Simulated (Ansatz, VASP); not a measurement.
# Cross-check of TaTeS between VASP and Ansatz

Aim: how closely do two programs agree when they are given the same cell, functional and k mesh? The cell is invented: As first built, before any earlier steps moved the atoms (in the runner's words): it takes the TaSeS structure with some of its atoms replaced by other elements, volume scaled by an estimate. It may not be a known or stable phase. The cell is taken from a series of VASP runs on this material, whose earlier steps may have relaxed, scaled or displaced it; both programs get it as it stands. Other levels of theory on this material are compared in a session of their own.

Main program and level: Ansatz 0.2.0; plane waves, with VASP 6.6.1 beside it; band structure at BLYP.

**1. Starting point**

The structure is trigonal, space group P3m1 (No. 156). The conventional cell has a = 3.655 Å, b = 3.655 Å, c = 8.742 Å, α = 90.00°, β = 90.00°, γ = 120.00°. Ta has 3 S at 2.51 Å and 3 Te at 2.87 Å nearest. Nearest to Te lie 3 Ta at 2.87 Å. Nearest to S lie 3 Ta at 2.51 Å. As first built, before any earlier steps moved the atoms (in the runner's words): sites of the TaSeS structure (space group 156) filled with other elements, volume scaled by an estimate. Farther neighbours and most contacts between anions are not listed.

**2. Ansatz: band structure, BLYP**

Ansatz runs on its default PAW (the set named soft_2) files.

With cell and atoms fixed, the geometry can't cause a difference; cores, projectors, grids and the points listed under the comparison can.

input.yaml

```yaml
crystal:
  lattice:
    - [3.6553896735, 0.0, 0.0]
    - [-1.8276948367, 3.165659765, 0.0]
    - [0.0, 0.0, 8.741895716]
  atoms:
    - { symbol: Ta, position: [0.0, 0.0, 0.0218637204] }
    - { symbol: Te, position: [0.66666667, 0.33333333, 0.8002057846] }
    - { symbol: S, position: [0.33333333, 0.66666667, 0.1779304949] }
hamiltonian:
  xc: blyp
  pseudopotentials: { kind: paw }
kpoints:
  mp_grid: { grid: [8, 8, 3] }
  band_path:
    path:
      - [0.0, 0.0, 0.0]
      - [0.13333, 0.0, 0.0]
      - [0.3, 0.0, 0.0]
      - [0.46667, 0.0, 0.0]
      - [0.46667, 0.06667, 0.0]
      - [0.41111, 0.17778, 0.0]
      - [0.35556, 0.28889, 0.0]
      - [0.28889, 0.28889, 0.0]
      - [0.17778, 0.17778, 0.0]
      - [0.06667, 0.06667, 0.0]
      - [0.0, 0.0, 0.03333]
      - [0.0, 0.0, 0.2]
      - [0.0, 0.0, 0.36667]
      - [0.0, 0.0, 0.5]
      - [0.16667, 0.0, 0.5]
      - [0.3, 0.0, 0.5]
      - [0.46667, 0.0, 0.5]
      - [0.46667, 0.06667, 0.5]
      - [0.41111, 0.17778, 0.5]
      - [0.35556, 0.28889, 0.5]
      - [0.28889, 0.28889, 0.5]
      - [0.17778, 0.17778, 0.5]
      - [0.06667, 0.06667, 0.5]
      - [0.5, 0.0, 0.46667]
      - [0.5, 0.0, 0.3]
      - [0.5, 0.0, 0.13333]
      - [0.33333, 0.33333, 0.0]
      - [0.33333, 0.33333, 0.16667]
      - [0.33333, 0.33333, 0.33333]
      - [0.33333, 0.33333, 0.5]
    npoints: 1
scf:
  occupations: { method: fermi_dirac, width: 0.05 }
  n_extra_bands: 7
output:
  forces: true
  stress: true
  eigenvalues: true
  write_density: true
  write_potential: true
  elf: true
  volumetric_format: npy
```

On the command line:

```bash
$ ansatz run input.yaml --threads 2 --pin off --max-ram 4608MiB --backend cpu --events-out ev --progress --plain --runs-dir out
```

Numbers of over 12 decimals in the logs are rounded to 6 here.

The log of the run:

```text
scf.n_extra_bands = 7 over 18 filled bands (N_el = 35.0): the run solves 25 bands
Engine: ansatz 0.2.0, aarch64-unknown-linux-gnu
Pseudopotentials: kind: paw
Pseudopotential: Ta, paw, valence charge 13, recommended cutoff 420 eV (normal), Ta.paw.azcp
Pseudopotential: Te, paw, valence charge 16, recommended cutoff 420 eV (normal), Te.paw.azcp
Pseudopotential: S, paw, valence charge 6, recommended cutoff 420 eV (normal), S.paw.azcp
Functional definition: BLYP
  parameter beta = 0.0042
  parameter a = 0.04918
  parameter b = 0.132
  parameter c = 0.2533
  parameter d = 0.349
  exchange = b88_x(beta = beta)
  correlation = lyp_c(a = a, b = b, c = c, d = d)
Crystal: 3 atoms, lattice volume = 101.159 Å³
Basis set: ecut = 420 eV, 1949 PW (Γ), exchange–correlation on 50×50×120 points (8 copies of the dense FFT grid, shifted against one another)
Bands: 25, of which v1, the nominal top of the filled ones, is band 18 counted from 1 (17 counted from 0)
Symmetry: 6 space group operations
Space group: P3m1 (ITA 156), of the structure as read, at distance tolerance 4.7e-5 Å
k-points: 25 of 192 (time reversal used)
Non-local potential: Ta, projectors of the file, l = 0: 3, l = 1: 2, l = 2: 2, l = 3: 1
Non-local potential: Te, projectors of the file, l = 0: 2, l = 1: 2, l = 2: 2, l = 3: 2
Non-local potential: S, projectors of the file, l = 0: 2, l = 1: 2, l = 2: 2
PAW form: soft (Blöchl's): semilocal exchange-correlation on the pseudo side does not see the compensation charge
PAW frozen core: Ta, regenerated for the run's functional, and the local potential with it (the file was generated under x = pbe(κ = 0.804, μ = 0.219515), c = pbe(β = 0.066725))
PAW frozen core: Te, regenerated for the run's functional, and the local potential with it (the file was generated under x = pbe(κ = 0.804, μ = 0.219515), c = pbe(β = 0.066725))
PAW frozen core: S, regenerated for the run's functional, and the local potential with it (the file was generated under x = pbe(κ = 0.804, μ = 0.219515), c = pbe(β = 0.066725))
PAW one-centre angular grid: Ta, 590 points (default); XC on 64 Gauss nodes
PAW one-centre angular grid: Te, 590 points (default); XC on 64 Gauss nodes
PAW one-centre angular grid: S, 110 points (default); XC on 64 Gauss nodes
Initial density: superposition of atomic densities (neutral atoms: chi_scale 0, normalization atom), corrected by the library's trained network
Initial wavefunctions: pseudopotential atomic-orbital guess
Functional: x = b88, c = lyp
SCF iter   1: F=—  HF=-17861.932808 eV  |F-HF|=—  |Δ(HF+E_count)|=         —  Δρ=6.66e-3  dr2=1.21e-1  ethr=1.77e-3  ⟨swp⟩=6.2  Hψ=3171  notcnv=0
preconditioner: auto → LDOS  [metal: Δε(μ)=0.098 eV  Ē_g=8.964 eV  σ=0.050 eV  W_gap=0.41  n_scr=24 (ndim 8)  ℏωp=15.2 eV  f_vac=0.275  D(μ)=3.95/eV (n_scr^D=36)  β→1.0]
SCF iter   2: F=—  HF=-17861.908878 eV  |F-HF|=—  |Δ(HF+E_count)|=   2.39e-2  Δρ=2.28e-3  dr2=1.14e-2  ethr=3.46e-4  ⟨swp⟩=2.2  Hψ=1144  notcnv=0  defer=32
SCF iter   3: F=—  HF=-17861.908423 eV  |F-HF|=—  |Δ(HF+E_count)|=   4.55e-4  Δρ=1.01e-3  dr2=2.80e-3  ethr=3.26e-5  ⟨swp⟩=2.0  Hψ=960  notcnv=0  defer=32
SCF iter   4: F=—  HF=-17861.908042 eV  |F-HF|=—  |Δ(HF+E_count)|=   3.81e-4  Δρ=3.59e-4  dr2=2.92e-4  ethr=8.00e-6  ⟨swp⟩=2.0  Hψ=1073  notcnv=0  defer=32
SCF iter   5: F=—  HF=-17861.907986 eV  |F-HF|=—  |Δ(HF+E_count)|=   5.58e-5  Δρ=1.60e-4  dr2=3.12e-5  ethr=8.34e-7  ⟨swp⟩=2.0  Hψ=1007  notcnv=0  defer=32
SCF iter   6: F=—  HF=-17861.907993 eV  |F-HF|=—  |Δ(HF+E_count)|=   7.18e-6  Δρ=5.64e-5  dr2=5.45e-6  ethr=8.90e-8  ⟨swp⟩=2.0  Hψ=1009  notcnv=0  defer=32
SCF iter   7: F=—  HF=-17861.907993 eV  |F-HF|=—  |Δ(HF+E_count)|=   1.93e-7  Δρ=1.94e-5  dr2=5.06e-7  ethr=1.56e-8  ⟨swp⟩=2.2  Hψ=979  notcnv=0  defer=32
SCF iter   8: F=-17861.907993 eV  HF=-17861.907993 eV  |F-HF|=3.40e-8  |Δ(HF+E_count)|=   3.71e-8  Δρ=5.23e-6  dr2=5.66e-8  ethr=2.86e-10  ⟨swp⟩=16.0  Hψ=5016  notcnv=0
SCF 1 converged in 8 iterations: F = -17861.907993 eV  dr2 = 5.66e-8
  greatest PAW one-centre occupation: 1.000 electrons in one spin orbital (limit 2), on the Ta atom at site 0 (counted from 0), in its partial waves of l = 0
NSCF: frozen V_eff on 30 k-points
WARN: The input density's exchange-correlation potential varies sharply where the density is thin. Do not read a vacuum level from v_tot or v_xc, or from such a field of the output density. On a cell that repeats whose density bears no net charge and no dipole along the vacuum's axis use v_es (v_loc + v_h of the components); under efield.dipole_correction with no amplitude use v_es + v_field, which holds any external [...]
SCF converged after 8 iterations
Free energy (F): -17861.907993 eV
Harris-Foulkes:  -17861.907993 eV  (|F-HF|=3.40e-8)
Internal energy: -17861.878177 eV  (E = F + TS)
E sigma→0 (E₀):  -17861.893085 eV
Entropy (-TS):   -0.029816 eV (-9.939 meV/atom)
Fermi energy:    6.790259 eV
--- Per-component energies (eV) ---
  E_band       = -572.932004
  E_kinetic    = 652.551099
  E_local      = -4825.313706  (includes V_loc(G=0)·N_el)
  E_nonlocal   = -269.656179
  E_hartree    = 2375.071060
  E_xc         = -432.866058
  E_vxc        = -385.520592  (∫ρ·V_xc dr)
  E_paw        = -13711.015059  (= ΣΔE_a)
  E_vpaw       = -495.141610  (= ΣTr[D̂ρ^β])
  E_aug_tail   = -0.000039  (compensation charges beyond the density's cutoff)
  E_ewald      = -1650.874168
  E_core_change = 0.224873  (= ΣΔE_core)
  E_smearing   = -0.029816  (= −TS)
  E_closure    = 0.000000  (closes the sum)
  Σ components = -17861.907993   (vs F -17861.907993, Δ=0.00e0)
--- Forces (eV/Å), atoms counted from 1 ---
  atom   1  Ta     0.00000000    -0.00000000    -0.03203336
  atom   2  Te     0.00000000     0.00000000     0.06599741
  atom   3  S      0.00000000    -0.00000000    -0.03392281
  max |Σ_I F_I| component: 4.12e-5 eV/Å
--- Stress (GPa, compression-positive) ---
       -0.196448      -0.000000       0.000000
       -0.000000      -0.196448       0.000000
        0.000000      -0.000000      -0.205045
  P = ⅓ Tr σ = -0.1993 GPa (-1.993 kbar)
--- Band table (eV; the first three rows and the last of 25) ---
  k-point 0: bands = [... 14 lower, 4.3123, 6.7618, 6.7618, 6.9866, 6.9866, 7.3214, 10.0227, 10.4467, ... 3 higher]
  k-point 1: bands = [... 14 lower, 4.1836, 6.7617, 6.7617, 6.9855, 6.9855, 7.4055, 10.4508, 10.4508, ... 3 higher]
  k-point 2: bands = [... 14 lower, 4.6046, 5.4203, 6.0819, 6.8817, 7.6710, 7.8049, 9.7623, 10.3046, ... 3 higher]
  k-point 24: bands = [... 14 lower, 3.3667, 3.6096, 4.0191, 7.3157, 7.9702, 8.1256, 9.7816, 10.6969, ... 3 higher]
```

Run time: 11 s. Hardware: 2 threads of Arm Neoverse N1, shared host; peak memory 0.37 GiB.

**3. VASP: band structure, BLYP**

The same cell, functional (in two slightly different forms), mesh and smearing now go to VASP, with its own data sets and cutoff.

Lines of VASP's logs that name or quote its potential files are left out, and so is its time.

INCAR

```
SYSTEM = TaTeS
PREC = Accurate
ENCUT = 400
EDIFF = 1E-06
NELM = 100
ISMEAR = -1
SIGMA = 0.05
LREAL = .FALSE.
ALGO = Normal
GGA = B5
ALDAX = 1
AGGAX = 1
AGGAC = 1
ALDAC = 0
NBANDS = 24
LORBIT = 11
LWAVE = .FALSE.
LCHARG = .FALSE.
```

POSCAR

```
TaTeS
1.0
    3.6553896735      0.0000000000      0.0000000000
   -1.8276948367      3.1656597650      0.0000000000
    0.0000000000      0.0000000000      8.7418957160
Ta Te S
1 1 1
Direct
    0.0000000000      0.0000000000      0.0218637204
    0.6666666700      0.3333333300      0.8002057846
    0.3333333300      0.6666666700      0.1779304949
```

KPOINTS

```
Automatic mesh
0
Gamma
8 8 3
0 0 0
```

KPOINTS_OPT

```
Line mode
16
Line-mode
Reciprocal
  0.00000000   0.00000000   0.00000000 GAMMA
  0.50000000   0.00000000   0.00000000 M

  0.50000000   0.00000000   0.00000000 M
  0.33333333   0.33333333   0.00000000 K

  0.33333333   0.33333333   0.00000000 K
  0.00000000   0.00000000   0.00000000 GAMMA

  0.00000000   0.00000000   0.00000000 GAMMA
  0.00000000   0.00000000   0.50000000 A

  0.00000000   0.00000000   0.50000000 A
  0.50000000   0.00000000   0.50000000 L

  0.50000000   0.00000000   0.50000000 L
  0.33333333   0.33333333   0.50000000 H

  0.33333333   0.33333333   0.50000000 H
  0.00000000   0.00000000   0.50000000 A

  0.50000000   0.00000000   0.50000000 L
  0.50000000   0.00000000   0.00000000 M

  0.33333333   0.33333333   0.00000000 K
  0.33333333   0.33333333   0.50000000 H
```

Potentials, in the order of the species: Ta_pv, Te and S (PBE family, release 64).

On the command line:

```bash
$ mpirun -np 1 vasp_std
```

The log of the run:

```text
[banner, memory and clock lines left out]
running    1 mpi-ranks, on    1 nodes
 distrk:  each k-point on    1 cores,    1 groups
 distr:  one band on    1 cores,    1 groups

 POSCAR found type information on POSCAR TaTeS
 POSCAR found :  3 types and       3 ions
|                                                                             |
|               ----> ADVICE to this user running VASP <----                  |
|                                                                             |
|     You enforced a specific xc type in the INCAR file but a different       |
|     [... a line on the potential file left out ...]
|     I HOPE YOU KNOW WHAT YOU ARE DOING!                                     |
|                                                                             |

 LDA part: xc-table for (Slater(with rela. corr.)+VWN5), standard interpolation
 POSCAR, INCAR and KPOINTS ok, starting setup
 FFT: planning ... GRIDC
 FFT: planning ... GRID_SOFT
 FFT: planning ... GRID
 WAVECAR not read
 entering main loop
       N       E                     dE             d eps       ncg     rms          rms(c)
DAV:   1     0.115169645886E+03    0.11517E+03   -0.87821E+03  1264   0.653E+02
DAV:   2    -0.133559775819E+02   -0.12853E+03   -0.12398E+03  1488   0.185E+02
DAV:   3    -0.199598477074E+02   -0.66039E+01   -0.65472E+01  1552   0.394E+01
DAV:   4    -0.200917202298E+02   -0.13187E+00   -0.13184E+00  1680   0.588E+00
DAV:   5    -0.200928644977E+02   -0.11443E-02   -0.11442E-02  1640   0.510E-01    0.140E+01
DAV:   6    -0.186943330416E+02    0.13985E+01   -0.63843E+00  1384   0.113E+01    0.758E+00
DAV:   7    -0.185536529867E+02    0.14068E+00   -0.15690E+00  1376   0.442E+00    0.422E+00
DAV:   8    -0.185181367377E+02    0.35516E-01   -0.21331E-01  1504   0.216E+00    0.888E-01
DAV:   9    -0.185166104734E+02    0.15263E-02   -0.12776E-02  1472   0.600E-01    0.317E-01
DAV:  10    -0.185165345024E+02    0.75971E-04   -0.17150E-03  1520   0.209E-01    0.993E-02
DAV:  11    -0.185165491732E+02   -0.14671E-04   -0.29190E-04  1408   0.737E-02    0.517E-02
DAV:  12    -0.185165545280E+02   -0.53549E-05   -0.30417E-05  1408   0.289E-02    0.246E-02
DAV:  13    -0.185165555237E+02   -0.99566E-06   -0.32736E-05  1280   0.293E-02    0.139E-02
DAV:  14    -0.185165547085E+02    0.81525E-06   -0.46099E-06  1456   0.979E-03
   1 F= -.18516555E+02 E0= -.18501620E+02  d E =-.298697E-01
 Start KPOINTS_OPT (optional k-point list driver)
k-point batch [1-25\144]
       N       E                     dE             ncg
DAV:   1    -0.250866216882E+04   -0.13736E+05     1296
DAV:   2    -0.555453695308E+04   -0.30459E+04     1464
DAV:   3    -0.570719959819E+04   -0.15266E+03     1552
DAV:   4    -0.571027945728E+04   -0.30799E+01     1712
DAV:   5    -0.571030986119E+04   -0.30404E-01     1648
DAV:   6    -0.571031070844E+04   -0.84724E-03     1776
DAV:   7    -0.571031071245E+04   -0.40088E-05     1584
DAV:   8    -0.571031071253E+04   -0.79271E-07     1040
[...]
k-point batch [126-144\144]
       N       E                     dE             ncg
DAV:   1     0.174680921815E+04   -0.15618E+05     1000
DAV:   2    -0.460135031766E+03   -0.22069E+04     1088
DAV:   3    -0.567203676959E+03   -0.10707E+03     1208
DAV:   4    -0.569338290335E+03   -0.21346E+01     1296
DAV:   5    -0.569357706940E+03   -0.19417E-01     1312
DAV:   6    -0.569358035229E+03   -0.32829E-03     1320
DAV:   7    -0.569358040385E+03   -0.51559E-05     1232
DAV:   8    -0.569358040455E+03   -0.69910E-07      816
```

(Part 1 of 2 ends here.)

[Lines on the potential files, build, host, timing and source positions are cut from VASP's logs without a mark.]

[Logs are printed without paths, hosts, clocks, repeated set-up lines and the standing remarks that a program may print on its own settings, such as how far it seeks lower states.]

[Hosts, paths, dates, database ids (printed as entryN), source tags and the programs' standing remarks are cut or masked in the printed files.]
